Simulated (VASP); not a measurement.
Here is the system:

```
CELL_PARAMETERS angstrom
      0.00000     2.49123     2.49123
      2.49123     0.00000     2.49123
      2.49123     2.49123     0.00000
ATOMIC_POSITIONS crystal
  Y  0.00000 0.00000 0.00000
  N  0.50000 0.50000 0.50000
```

Computed with r2SCAN+rVV10, VASP's PBE PAW potentials (set 64) (plane waves; VASP 6.6.1). Numerical set-up: 520 eV cut-off, 9×9×9 Γ-centred mesh, Gaussian smearing of 0.050 eV, potentials Y_sv N.

Q: Predict the energy per atom (σ→0), pressure.

A: 
The energy per atom (σ→0) is -16.546 eV/atom and the pressure is -8.94 GPa.

Only differences to runs with the same potentials and settings are physical.

The compound is YN in the rock salt structure. This cell is one point of a volume scan, at 1.06 of the reference volume.
